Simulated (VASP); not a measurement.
An input for Quantum ESPRESSO's pw.x (written as the equivalent of a VASP run, and not itself run):

```
&CONTROL
  calculation = 'vc-relax'
  pseudo_dir = './pseudo'
  outdir = './out'
  tprnfor = .true.
  tstress = .true.
  nstep = 30
  forc_conv_thr = 0.00039
/
&SYSTEM
  ibrav = 0
  nat = 3
  ntyp = 2
  ecutwfc = 84
  occupations = 'smearing'
  smearing = 'gaussian'
  degauss = 0.003675
  input_dft = 'vdw-df-ob86'
/
&ELECTRONS
  conv_thr = 7.3e-09
  electron_maxstep = 100
/
&IONS
/
&CELL
  cell_dofree = 'shape'
/
ATOMIC_SPECIES
  Mg 24.305 Mg.upf
  I 126.904 I.upf
CELL_PARAMETERS angstrom
     2.0589814   -3.5662600    0.0000000
     2.0589814    3.5662600    0.0000000
     0.0000000    0.0000000    6.7866508
ATOMIC_POSITIONS crystal
  Mg   1.0000000  1.0000000  0.0000000
  I    0.3333330  0.6666670  0.2441567
  I    0.6666670  0.3333330  0.7558433
K_POINTS automatic
  6 6 4 0 0 0
```

Task: Write the VASP files for the same calculation (optB86b-vdW).

Result: Several could match; the one computed here: 
**POSCAR**
```
MgI2
1.0
  2.0589813916  -3.5662599577   0.0000000000
  2.0589813916   3.5662599577   0.0000000000
  0.0000000000   0.0000000000   6.7866508199
Mg I
1 2
Cartesian
  4.1179627832   0.0000000000   0.0000000000
  2.0589813916   1.1887556967   1.6570062038
  2.0589813916  -1.1887556967   5.1296446161
```

**INCAR**
```
# general
SYSTEM    =  MgI2
PREC      =  Accurate
ENCUT     =  520
LREAL     =  F
LASPH     =  T

# electronic loop
EDIFF     =  1E-7
NELM      =  100
ALGO      =  Normal
LMAXMIX   =  4

# smearing
ISMEAR    =  0
SIGMA     =  0.05

# functional
GGA       =  MK
LUSE_VDW  =  T
AGGAC     =  0.0
PARAM1    =  0.1234
PARAM2    =  1.0

# ions
IBRION    =  2
NSW       =  30
ISIF      =  4
EDIFFG    =  -0.01

# output
LWAVE     =  F
LCHARG    =  F
```

### KPOINTS
```
Automatic
0
gamma
 6 6 4
0 0 0
```

POTCAR, in this order: Mg I (PBE.64 set). Program: vasp_std.

Limits of the translation: the potentials are each code's own (VASP's PAW set, PseudoDojo norm-conserving files in pw.x), so ENCUT and ecutwfc are chosen apart and not converted; conv_thr bounds pw.x's estimated SCF error, while EDIFF bounds the energy change between steps; forc_conv_thr acts on force components and is met together with etot_conv_thr.

The compound is MgI2 in the 1T layered structure. This cell is one point of a volume scan, at 0.97 of the reference volume. Symmetry was kept, so distortions that lower it aren't found.
